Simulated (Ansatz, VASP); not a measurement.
# Mo (Mo(111) monolayer): VASP beside Ansatz

Aim: how closely do two programs agree when they are given the same cell, functional and k mesh? The cell is taken from a series of runs on this material, whose earlier steps may have relaxed, scaled, displaced or heated it; both programs get it as it stands.

Main program and level: Ansatz 0.2.0; plane waves, with VASP 6.6.1 beside it; single point at PBE.

### 1. Starting point

The cell holds 1 atom: 1 Mo. Cell: a = 4.455 Å, b = 4.455 Å, c = 18.000 Å, α = 90.0°, β = 90.0°, γ = 60.0°. Vacuum lies along c.

As a file:

```cif
data_structure
_symmetry_space_group_name_H-M 'P 1'
_symmetry_Int_Tables_number 1
_cell_length_a 4.4548
_cell_length_b 4.4548
_cell_length_c 18.0000
_cell_angle_alpha 90.000
_cell_angle_beta 90.000
_cell_angle_gamma 60.000
_cell_volume 309.35
loop_
_atom_site_label
_atom_site_type_symbol
_atom_site_fract_x
_atom_site_fract_y
_atom_site_fract_z
_atom_site_occupancy
Mo1 Mo 0.66667 0.66667 0.50000 1
```

### 2. Ansatz: single point, PBE, pair 1

Ansatz runs on its default PAW (the set named soft_2) files.

With cell and atoms fixed, the geometry can't cause a difference; cores, projectors, grids and the points listed under the comparison can.

Contents of input.yaml:

```yaml
crystal:
  lattice:
    - [4.4547727215, 0.0, 0.0]
    - [2.2273863607, 3.8579463449, 0.0]
    - [0.0, 0.0, 18.0]
  atoms:
    - { symbol: Mo, position: [0.6666666667, 0.6666666667, 0.5] }
kpoints:
  mp_grid: { grid: [11, 11, 1] }
hamiltonian:
  xc: pbe
scf:
  occupations: { method: fermi_dirac, width: 0.1 }
  convergence: { dr2_threshold: 1.0e-09 }
efield:
  axis: 3
  dipole_correction: true
  ramp_position: 0.97
  ramp_width: 0.06
output:
  write_potential: true
  write_density: true
  volumetric_format: npy
  elf: true
```

On the command line:

```sh
ansatz run input.yaml --threads 2 --pin off --max-ram 3072MiB --backend cpu --events-out ev --progress --plain --runs-dir out
```

Numbers of over 12 decimals in the logs are rounded to 6 here.

Output:

```text
Engine: ansatz 0.2.0, aarch64-unknown-linux-gnu
Pseudopotentials: kind: paw
Pseudopotential: Mo, paw, valence charge 14, recommended cutoff 420 eV (normal), Mo.paw.azcp
Functional definition: PBE
  parameter kappa = 0.804
  parameter beta = 0.066725
  exchange = pbe_x(kappa = kappa, mu = beta*pi^2/3)
  correlation = pbe_c(beta = beta)
Crystal: 1 atoms, lattice volume = 309.353 Å³
Basis set: ecut = 420 eV, 6079 PW (Γ)
Bands: 11, of which v1, the nominal top of the filled ones, is band 7 counted from 1 (6 counted from 0)
Symmetry: 12 space group operations
k-points: 16 of 121
Non-local potential: Mo, projectors of the file, l = 0: 3, l = 1: 2, l = 2: 2, l = 3: 1
PAW form: soft (Blöchl's): semilocal exchange-correlation on the pseudo side does not see the compensation charge
PAW one-centre angular grid: Mo, 590 points (default); XC on 64 Gauss nodes
Initial density: superposition of atomic densities (neutral atoms: chi_scale 0, normalization atom), corrected by the library's trained network
Initial wavefunctions: pseudopotential atomic-orbital guess
Functional: x = pbe(κ = 0.804, μ = 0.219515), c = pbe(β = 0.066725)
SCF iter   1: F=—  HF=-4947.402296 eV  |F-HF|=—  |Δ(HF+E_count)|=         —  Δρ=1.51e-3  dr2=9.11e-3  ethr=1.77e-3  p=-0.000 e·Å  D=-5.60e-16 V/Å  ΔV_dip=0.00 eV  dr2_dipole=5.01e-12  V_vac-E_F(+/−)=4.23/4.23 eV  ⟨swp⟩=5.1  Hψ=984  notcnv=0
efield: sawtooth ramp at fractional position 0.9700 (set: `efield.ramp_position`, or a place that a band, a saddle search or an elastic batch's reference lends), width 0.0600; the density the first Hamiltonian is built on has a dipole p = -0.000 e·Å; the dipole correction subtracts the counter field D = -5.60e-16 V/Å, which shifts the + side's vacuum level by +0.00 eV against the − side's; the planar-averaged density in the ramp window peaks in size at 1.4e-5 e/Å³
preconditioner: auto → LDOS  [metal: Δε(μ)=0.005 eV  Ē_g=1.209 eV  σ=0.100 eV  W_gap=0.01  n_scr=14 (ndim 8)  ℏωp=5.2 eV  f_vac=0.703  D(μ)=16.31/eV (n_scr^D=148)  β→1.0]
SCF iter   2: F=—  HF=-4947.406546 eV  |F-HF|=—  |Δ(HF+E_count)|=   4.25e-3  Δρ=7.58e-4  dr2=1.57e-3  ethr=6.51e-5  p=0.000 e·Å  D=2.43e-7 V/Å  ΔV_dip=-0.00 eV  dr2_dipole=1.03e-11  V_vac-E_F(+/−)=4.44/4.44 eV  ⟨swp⟩=2.1  Hψ=391  notcnv=0
SCF iter   3: F=—  HF=-4947.408591 eV  |F-HF|=—  |Δ(HF+E_count)|=   2.04e-3  Δρ=2.48e-3  dr2=1.50e-2  ethr=1.12e-5  p=-0.000 e·Å  D=-6.75e-8 V/Å  ΔV_dip=0.00 eV  dr2_dipole=2.87e-12  V_vac-E_F(+/−)=4.43/4.43 eV  ⟨swp⟩=2.4  Hψ=308  notcnv=0  recentre
SCF iter   4: F=—  HF=-4947.406755 eV  |F-HF|=—  |Δ(HF+E_count)|=   1.84e-3  Δρ=1.66e-4  dr2=2.63e-4  ethr=1.12e-5  p=0.000 e·Å  D=3.40e-8 V/Å  ΔV_dip=-0.00 eV  dr2_dipole=3.15e-15  V_vac-E_F(+/−)=4.44/4.44 eV  ⟨swp⟩=2.1  Hψ=297  notcnv=0
SCF iter   5: F=—  HF=-4947.406804 eV  |F-HF|=—  |Δ(HF+E_count)|=   4.93e-5  Δρ=7.52e-5  dr2=3.53e-5  ethr=1.88e-6  p=0.000 e·Å  D=1.47e-8 V/Å  ΔV_dip=-0.00 eV  dr2_dipole=4.34e-14  V_vac-E_F(+/−)=4.43/4.43 eV  ⟨swp⟩=2.1  Hψ=225  notcnv=0
SCF iter   6: F=—  HF=-4947.406815 eV  |F-HF|=—  |Δ(HF+E_count)|=   1.15e-5  Δρ=1.62e-5  dr2=1.25e-6  ethr=2.52e-7  p=-0.000 e·Å  D=-9.71e-10 V/Å  ΔV_dip=0.00 eV  dr2_dipole=2.97e-14  V_vac-E_F(+/−)=4.41/4.41 eV  ⟨swp⟩=2.5  Hψ=247  notcnv=0
SCF iter   7: F=—  HF=-4947.406849 eV  |F-HF|=—  |Δ(HF+E_count)|=   3.40e-5  Δρ=1.00e-5  dr2=2.82e-7  ethr=8.92e-9  p=0.000 e·Å  D=2.00e-8 V/Å  ΔV_dip=-0.00 eV  dr2_dipole=9.20e-14  V_vac-E_F(+/−)=4.41/4.41 eV  ⟨swp⟩=2.0  Hψ=240  notcnv=0
SCF iter   8: F=—  HF=-4947.406849 eV  |F-HF|=—  |Δ(HF+E_count)|=   5.88e-8  Δρ=1.26e-6  dr2=4.51e-9  ethr=2.01e-9  p=-0.000 e·Å  D=-1.20e-8 V/Å  ΔV_dip=0.00 eV  dr2_dipole=6.76e-14  V_vac-E_F(+/−)=4.41/4.41 eV  ⟨swp⟩=1.8  Hψ=222  notcnv=0
SCF iter   9: F=-4947.406849 eV  HF=-4947.406849 eV  |F-HF|=9.82e-11  |Δ(HF+E_count)|=   5.00e-9  Δρ=1.70e-7  dr2=8.28e-11  ethr=7.14e-12  p=0.000 e·Å  D=1.07e-8 V/Å  ΔV_dip=-0.00 eV  dr2_dipole=6.59e-14  V_vac-E_F(+/−)=4.41/4.41 eV  ⟨swp⟩=2.0  Hψ=379  notcnv=0
SCF 1 converged in 9 iterations: F = -4947.406849 eV  dr2 = 8.28e-11
  greatest PAW one-centre occupation: 0.998 electrons in one spin orbital (limit 2), on the Mo atom at site 0 (counted from 0), in its partial waves of l = 0
WARN: The output density's exchange-correlation potential varies sharply where the density is thin. Do not read a vacuum level from v_tot or v_xc, or from such a field of the output density. On a cell that repeats whose density bears no net charge and no dipole along the vacuum's axis use v_es (v_loc + v_h of the components); under efield.dipole_correction with no amplitude use v_es + v_field, which holds any externa [...]
SCF converged after 9 iterations
Free energy (F): -4947.406849 eV
Harris-Foulkes:  -4947.406849 eV  (|F-HF|=9.82e-11)
Internal energy: -4946.920059 eV  (E = F + TS)
E sigma→0 (E₀):  -4947.163454 eV
Entropy (-TS):   -0.486791 eV (-486.791 meV/atom)
Fermi energy:    -2.986108 eV
Dipole field:    D = -0.000000 V/Å  (p = -0.000000 e·Å, saw-weighted, corrected)
Work function:   Φ+ = 4.4088 eV   Φ− = 4.4088 eV
Levels:          The Fermi level and band energies are counted from a zero that moves with the ramp; work functions are not
--- Per-component energies (eV) ---
  E_band       = -375.056109
  E_kinetic    = 433.153714
  E_local      = -4135.687399  (includes V_loc(G=0)·N_el)
  E_nonlocal   = 149.616079
  E_hartree    = 1769.921744
  E_xc         = -173.951664
  E_vxc        = -215.935918  (∫ρ·V_xc dr)
  E_paw        = -3202.998597  (= ΣΔE_a)
  E_vpaw       = -146.046367  (= ΣTr[D̂ρ^β])
  E_aug_tail   = 0.000045  (compensation charges beyond the density's cutoff)
  E_efield     = 0.000000  (sawtooth field / dipole correction)
  E_vefield    = 0.000000  (∫n·V_field dr)
  E_ewald      = 213.026019
  E_smearing   = -0.486791  (= −TS)
  E_closure    = 0.000000  (closes the sum)
  Σ components = -4947.406849   (vs F -4947.406849, Δ=0.00e0)
--- Band table (eV; the first three rows and the last of 16) ---
  k-point 0: bands = [... 3 lower, -37.9617, -4.6055, -3.0913, -3.0402, -3.0402, -2.7781, -2.7781, -0.9570]
  k-point 1: bands = [... 3 lower, -37.9618, -4.5102, -3.0803, -3.0601, -3.0047, -2.8262, -2.7847, -0.8357]
  k-point 2: bands = [... 3 lower, -37.9621, -4.2351, -3.1025, -3.0480, -2.9368, -2.9060, -2.8021, -0.5057]
  k-point 15: bands = [... 3 lower, -37.9645, -3.1660, -3.1046, -3.0177, -2.9674, -2.9317, -1.4501, -0.2131]
```

Reading the cycles: dr2 is the Hartree energy of the density residual (eV), the measure of convergence; HF is the Harris–Foulkes estimate of the energy, which meets the free energy F at convergence.

### 3. VASP: single point, PBE, pair 1

The same cell, functional, mesh and smearing now go to VASP, with its own data sets.

Lines of VASP's logs that name or quote its potential files are left out, and so is its time.

Contents of INCAR:

```
SYSTEM = Mo
PREC = Accurate
ENCUT = 400
EDIFF = 1E-06
NELM = 120
ISMEAR = -1
SIGMA = 0.1
LREAL = .FALSE.
ALGO = Normal
GGA = PE
NBANDS = 13
LASPH = .TRUE.
LORBIT = 11
LWAVE = .FALSE.
LCHARG = .FALSE.
ISIF = 2
LDIPOL = .TRUE.
IDIPOL = 3
DIPOL = 0.5 0.5 0.5
LVHAR = .TRUE.
GGA_COMPAT = .FALSE.
NELMDL = -8
KPAR = 2
```

Contents of POSCAR:

```
Mo
1.0
    4.4547727215      0.0000000000      0.0000000000
    2.2273863607      3.8579463449      0.0000000000
    0.0000000000      0.0000000000     18.0000000000
Mo
1
Direct
    0.6666666667      0.6666666667      0.5000000000
```

Contents of KPOINTS:

```
Automatic mesh
0
Gamma
11 11 1
0 0 0
```

Potentials, in the order of the species: Mo_sv (PBE family, release 64).

On the command line:

```sh
mpirun -np 2 vasp_std
```

Output:

```text
[banner, memory and clock lines left out]
running    2 mpi-ranks, on    1 nodes
 distrk:  each k-point on    1 cores,    2 groups
 distr:  one band on    1 cores,    1 groups

 POSCAR found type information on POSCAR Mo
 POSCAR found :  1 types and       1 ions
 LDA part: xc-table for (Slater+PW92), standard interpolation
 POSCAR, INCAR and KPOINTS ok, starting setup
 FFT: planning ... GRIDC
 FFT: planning ... GRID_SOFT
 FFT: planning ... GRID
 WAVECAR not read
 entering main loop
       N       E                     dE             d eps       ncg     rms          rms(c)
DAV:   1     0.224676717690E+02    0.22468E+02   -0.68946E+03   672   0.590E+02
DAV:   2     0.761385732040E+00   -0.21706E+02   -0.19874E+02   645   0.109E+02
DAV:   3    -0.235359145277E+01   -0.31150E+01   -0.25020E+01   566   0.178E+01
DAV:   4    -0.252583058735E+01   -0.17224E+00   -0.14362E+00   439   0.354E+00
DAV:   5    -0.253230731869E+01   -0.64767E-02   -0.63920E-02   548   0.752E-01
DAV:   6    -0.253254282953E+01   -0.23551E-03   -0.23543E-03   506   0.123E-01
DAV:   7    -0.253255112933E+01   -0.82998E-05   -0.82998E-05   602   0.200E-02
DAV:   8    -0.253255128951E+01   -0.16018E-06   -0.16032E-06   349   0.265E-03    0.242E+00
DAV:   9    -0.235966945882E+01    0.17288E+00   -0.15632E+00   426   0.642E+00    0.194E+00
DAV:  10    -0.234130187785E+01    0.18368E-01   -0.83241E-02   431   0.200E+00    0.671E-01
DAV:  11    -0.234318984725E+01   -0.18880E-02   -0.78048E-03   493   0.724E-01    0.451E-01
DAV:  12    -0.234340001663E+01   -0.21017E-03   -0.13660E-03   436   0.345E-01    0.138E-01
DAV:  13    -0.234414545056E+01   -0.74543E-03   -0.65223E-04   436   0.210E-01    0.533E-02
DAV:  14    -0.234423487422E+01   -0.89424E-04   -0.22982E-04   462   0.818E-02    0.135E-02
DAV:  15    -0.234425216336E+01   -0.17289E-04   -0.11390E-05   441   0.192E-02    0.732E-03
DAV:  16    -0.234429138716E+01   -0.39224E-04   -0.21661E-05   466   0.180E-02    0.354E-03
DAV:  17    -0.234432506804E+01   -0.33681E-04   -0.33506E-06   418   0.550E-03    0.215E-03
DAV:  18    -0.234434798971E+01   -0.22922E-04   -0.26417E-06   418   0.498E-03    0.855E-04
DAV:  19    -0.234435894512E+01   -0.10955E-04   -0.12722E-06   394   0.294E-03    0.647E-04
DAV:  20    -0.234436168217E+01   -0.27370E-05   -0.44040E-07   358   0.230E-03    0.405E-04
DAV:  21    -0.234436653274E+01   -0.48506E-05   -0.23657E-07   322   0.151E-03    0.192E-04
DAV:  22    -0.234436759009E+01   -0.10573E-05   -0.43923E-08   298   0.717E-04    0.152E-04
DAV:  23    -0.234436872957E+01   -0.11395E-05   -0.50637E-08   293   0.613E-04    0.613E-05
DAV:  24    -0.234436884205E+01   -0.11248E-06   -0.76978E-09   318   0.301E-04
   1 F= -.23443688E+01 E0= -.21009823E+01  d E =-.486773E+00
```

OUTCAR, selected parts (step 3):

```text
ion  position               nearest neighbor table
   1  0.667  0.667  0.500-

  LATTYP: Found a hexagonal cell.
 ALAT       =     4.4547727215
 C/A-ratio  =     4.0406101782

 Subroutine GETGRP returns: Found 24 space group operations
 (whereof 12 operations were pure point group operations)

The static configuration has the point symmetry D_3h.
 The point group associated with its full space group is D_6h.

 Found     16 irreducible k-points:

   k-points           NKPTS =     16   k-points in BZ     NKDIM =     16   number of bands    NBANDS=     13

   dimension x,y,z NGX =    30 NGY =   30 NGZ =  120
   dimension x,y,z NGXF=    60 NGYF=   60 NGZF=  240

   ENCUT  =  400.0 eV  29.40 Ry    5.42 a.u.   7.26  7.26 29.35*2*pi/ulx,y,z

   NELECT =      14.0000    total number of electrons

 k-points in reciprocal lattice and weights: Automatic mesh
   0.00000000  0.00000000  0.00000000       0.008
   0.09090909 -0.00000000  0.00000000       0.050
   0.18181818 -0.00000000  0.00000000       0.050
   0.27272727 -0.00000000  0.00000000       0.050
   0.36363636 -0.00000000  0.00000000       0.050
   0.45454545 -0.00000000  0.00000000       0.050
   0.18181818  0.09090909  0.00000000       0.050
   0.27272727  0.09090909  0.00000000       0.099
   0.36363636  0.09090909  0.00000000       0.099
[...]
-0.45454545  0.27272727  0.00000000       0.050
  -0.36363636  0.27272727  0.00000000       0.050

 dipolmoment           0.000000      0.000000     -0.000000 electrons x Angstroem

 average (electrostatic) potential at core
       1 -85.0788

 E-fermi :  -3.4203

 k-point     1 :       0.0000    0.0000    0.0000
  band No.  band energies     occupation
    ...
      4     -38.4064      2.00000
      5      -5.0418      2.00000
      6      -3.5255      1.48232
      7      -3.4745      1.26425
      8      -3.4745      1.26425
      9      -3.2123      0.22205
     10      -3.2123      0.22205
     11      -1.3889      0.00000
     12       0.6923      0.00000
     13       1.3895      0.00000

 k-point     2 :       0.0909   -0.0000    0.0000
  band No.  band energies     occupation
    ...
      4     -38.4065      2.00000
      5      -4.9464      2.00000
      6      -3.5145      1.43896
      7      -3.4943      1.35400
      8      -3.4390      1.09299
      9      -3.2603      0.33584
     10      -3.2188      0.23522
     11      -1.2676      0.00000
     12       0.7722      0.00000
     13       1.4760      0.00000

 k-point     3 :       0.1818   -0.0000    0.0000
  band No.  band energies     occupation
    ...
      5      -4.6711      1.99999
      6      -3.5367      1.52415
      7      -3.4822      1.29971
      8      -3.3709      0.75764
      9      -3.3402      0.61958
     10      -3.2362      0.27386
     11      -0.9376      0.00000
     12       1.0122      0.00000
     13       1.7328      0.00000

  Total       -4.0235816     -4.0235816     -0.1003242      0.0000000      0.0000000     -0.0000000
  in kB      -20.8386295    -20.8386295     -0.5195913      0.0000000      0.0000000     -0.0000000
  external PRESSURE =     -14.0656168 kB  Pullay stress =       0.0000000 kB

  energy-cutoff  :      400.00
  volume of cell :      309.35
      direct lattice vectors                 reciprocal lattice vectors
     4.454772722  0.000000000  0.000000000     0.224478343 -0.129602632  0.000000000
     2.227386361  3.857946345  0.000000000     0.000000000  0.259205264  0.000000000
     0.000000000  0.000000000 18.000000000     0.000000000  0.000000000  0.055555556

 POSITION                                       TOTAL-FORCE (eV/Angst)
 -----------------------------------------------------------------------------------
      4.45477      2.57196      9.00000        -0.000000      0.000000      0.000000
 -----------------------------------------------------------------------------------
    total drift:                               -0.000000     -0.000000      0.000000

  FREE ENERGIE OF THE ION-ELECTRON SYSTEM (eV)
  ---------------------------------------------------
  free  energy   TOTEN  =        -2.3443688420 eV

  energy  without entropy=       -1.8575957005  energy(sigma->0) =       -2.10098227

 vacuum level on the upper side and lower side of the slab         0.990         0.990

 total charge
# of ion       s       p       d       tot
------------------------------------------
    1        2.224   5.957   3.789  11.971

[... 3 further parts left out ...]
```

### 4. Comparison

Known differences besides the potentials themselves: the cutoff is 420 eV in Ansatz and 400 eV in VASP. Total energies have different zeros and are not compared.

Compared:

```csv
quantity,Ansatz,VASP,difference
"work function, lower of the two faces (eV)",4.41,4.41,0.00
"work function, higher of the two faces (eV)",4.41,4.41,0.00
```

With vacuum in the cell, a pressure given here is an average over mostly empty space and none of the material.

### 5. VASP: single point, PBE, pair 2

A single point gives forces, pressure and levels at one fixed geometry, so differences don't come from the geometry; what else differs is listed under the comparison. This pair takes another cell of the material, with 3 atoms against 1 for the pair before.

INCAR, as its differences from that of step 3:

```diff
@@ -10,3 +10,3 @@
 GGA = PE
-NBANDS = 13
+NBANDS = 27
 LASPH = .TRUE.
```

Contents of POSCAR:

```
Mo
1.0
    4.4547727215      0.0000000000      0.0000000000
    2.2273863607      3.8579463449      0.0000000000
    0.0000000000      0.0000000000     19.8186533479
Mo
3
Direct
    0.3333333334      0.3333333333      0.4541176356
    0.6666666667      0.6666666666      0.5000000000
    0.0000000000      0.9999999999      0.5458823644
```

KPOINTS is that of step 3.

On the command line:

```sh
mpirun -np 2 vasp_std
```

Output:

```text
[banner, memory and clock lines left out]
running    2 mpi-ranks, on    1 nodes
[...]
LDA part: xc-table for (Slater+PW92), standard interpolation
 POSCAR, INCAR and KPOINTS ok, starting setup
[...]
entering main loop
       N       E                     dE             d eps       ncg     rms          rms(c)
DAV:   1     0.199014679090E+03    0.19901E+03   -0.23290E+04  1376   0.994E+02
DAV:   2    -0.154891577514E+02   -0.21450E+03   -0.21111E+03  1129   0.265E+02
DAV:   3    -0.275557719700E+02   -0.12067E+02   -0.11634E+02  1059   0.461E+01
DAV:   4    -0.281402519606E+02   -0.58448E+00   -0.56116E+00  1336   0.720E+00
[...]
DAV:  25    -0.252747039821E+02   -0.81056E-05   -0.63446E-07   687   0.139E-03    0.437E-04
DAV:  26    -0.252747059459E+02   -0.19638E-05   -0.15639E-07   567   0.108E-03    0.894E-05
DAV:  27    -0.252747066712E+02   -0.72532E-06   -0.63800E-08   533   0.500E-04
   1 F= -.25274707E+02 E0= -.25184639E+02  d E =-.180136E+00
```

OUTCAR, selected parts (step 5):

```text
  Total      -13.6540307    -13.6540307     -4.4935198      0.0000000      0.0000000      0.0000000
  in kB      -64.2266958    -64.2266958    -21.1369035      0.0000000      0.0000000      0.0000000
  external PRESSURE =     -49.8634317 kB  Pullay stress =       0.0000000 kB

 POSITION                                       TOTAL-FORCE (eV/Angst)
 -----------------------------------------------------------------------------------
      2.22739      1.28598      9.00000         0.000000      0.000000      2.306109
      4.45477      2.57196      9.90933        -0.000000     -0.000000      0.000000
      2.22739      3.85795     10.81865        -0.000000     -0.000000     -2.306109
 -----------------------------------------------------------------------------------
    total drift:                               -0.000000      0.000001     -0.000000

  FREE ENERGIE OF THE ION-ELECTRON SYSTEM (eV)
  ---------------------------------------------------
  free  energy   TOTEN  =       -25.2747066712 eV

  energy  without entropy=      -25.0945710667  energy(sigma->0) =      -25.18463887

[... 3 further parts left out ...]
[key lines of the parts left out:]
E-fermi :  -1.4271
```

### 6. Ansatz: single point, PBE, pair 2

The same cell, functional, mesh and smearing now go to Ansatz, which takes its cutoff from its data sets.

The cell is taken from a series of runs on this material, whose earlier steps may have relaxed, scaled, displaced or heated it; both programs get it as it stands.

input.yaml, the sections that differ from step 2:

```yaml
crystal:
  lattice:
    - [4.4547727215, 0.0, 0.0]
    - [2.2273863607, 3.8579463449, 0.0]
    - [0.0, 0.0, 19.8186533479]
  atoms:
    - { symbol: Mo, position: [0.3333333333, 0.3333333333, 0.4541176356] }
    - { symbol: Mo, position: [0.6666666667, 0.6666666667, 0.5] }
    - { symbol: Mo, position: [0.0, 0.0, 0.5458823644] }
output:
  write_potential: true
  write_density: true
  volumetric_format: npy
# kpoints, hamiltonian, scf, efield: as in step 2
```

On the command line:

```sh
ansatz run input.yaml --threads 2 --pin off --max-ram 3072MiB --backend cpu --events-out ev --progress --plain --runs-dir out
```

Output:

```text
[...]
Crystal: 3 atoms, lattice volume = 340.609 Å³
Basis set: ecut = 420 eV, 6673 PW (Γ)
Bands: 26, of which v1, the nominal top of the filled ones, is band 21 counted from 1 (20 counted from 0)
Symmetry: 6 space group operations
k-points: 16 of 121 (time reversal used)
[...]
k-point 1: bands = [... 17 lower, -1.6112, -1.3385, -1.2826, -0.7508, -0.1319, 0.0425, 0.6907, 0.8140, ... 1 higher]
  k-point 2: bands = [... 17 lower, -1.7630, -1.1051, -1.0869, -0.7285, 0.0231, 0.1153, 0.5967, 0.9482, ... 1 higher]
  k-point 15: bands = [... 17 lower, -1.7807, -1.0223, -0.8986, -0.3210, 0.1592, 0.3043, 0.6739, 0.7282, ... 1 higher]
[key lines of the parts left out:]
SCF converged after 10 iterations
Free energy (F): -14860.487203 eV
Fermi energy:    -0.251331 eV
Dipole field:    D = 0.000000 V/Å  (p = 0.000000 e·Å, saw-weighted, corrected)
Work function:   Φ+ = 3.6797 eV   Φ− = 3.6797 eV
```

[end of part 1 of 2]

[Lines on the potential files, build, host, timing and source positions are cut from VASP's logs without a mark.]

[Logs are printed without paths, hosts, clocks, repeated set-up lines and the standing remarks that a program may print on its own settings, such as how far it seeks lower states.]

[Hosts, paths, dates, database ids (printed as entryN), source tags and the programs' standing remarks are cut or masked in the printed files.]
